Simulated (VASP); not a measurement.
The system is Cl.

```
Cl
1.0
     2.93275   -2.09685    0.00000
     2.93275    2.09685    0.00000
     0.00000    0.00000    7.94550
Cl
4
Direct
  0.87000 0.13000 0.10000
  0.63000 0.37000 0.60000
  0.13000 0.87000 0.90000
  0.37000 0.63000 0.40000
```

The cell was built by a generator and needn't be a form met in nature.

| Property | Result |
| --- | --- |
| Program | VASP 6.6.1 |
| Task | relaxation of cell and atoms |
| Functional | PBE |
| Potentials or basis | VASP PAW PBE potentials, release 64 (Cl) |
| Cutoff | 600 eV |
| k mesh | 8 × 8 × 4 |
| Occupations | gaussian, width 0.03 eV |
| Spin | no spin polarisation |

At the start: pressure 6.0 GPa; volume 24.43 Å³/atom.

Problem. Where does the relaxation end?

Solution. Over 22 steps the energy falls by 92.9 meV/atom and the volume is 34.23 Å³/atom (+40.1 %); space group Cmce (No. 64, to 0.05 Å).

The path:
```csv
step,energy change (eV),largest force (eV/Å),pressure (GPa),volume (Å³)
1,0.0000,1.6259,6.03,97.72
2,0.2179,1.8649,-3.62,111.27
3,-0.1760,0.3365,1.06,102.49
4,-0.1766,0.2774,1.24,102.26
5,-0.1766,0.2534,1.31,102.17
6,-0.2250,0.2158,0.99,105.52
7,-0.3157,0.1072,0.40,115.91
8,-0.3602,0.1651,0.18,138.17
9,-0.3301,0.6482,-1.22,142.43
10,-0.3616,0.0230,-0.09,138.87
11,-0.3616,0.0251,-0.09,138.85
12,-0.3629,0.0230,-0.07,138.42
13,-0.3660,0.0164,-0.03,137.10
14,-0.3687,0.0136,0.08,134.43
15,-0.3652,0.2637,-0.41,135.13
16,-0.3688,0.0421,-0.01,134.55
17,-0.3698,0.0301,0.01,134.86
18,-0.3714,0.0011,0.05,135.70
19,-0.3714,0.0057,0.06,135.93
20,-0.3703,0.1401,-0.23,137.18
21,-0.3715,0.0154,0.02,136.11
22,-0.3717,0.0085,0.02,136.92
```

Final structure:
```
Cl
1.0
     3.80760   -2.15579    0.00000
     3.80760    2.15579    0.00000
     0.00000    0.00000    8.34050
Cl
4
Direct
  0.88603 0.11397 0.10537
  0.61397 0.38603 0.60537
  0.11397 0.88603 0.89463
  0.38603 0.61397 0.39463
```

Caveat: the volume moved by over 15 % at a fixed basis, so the end points are rough.
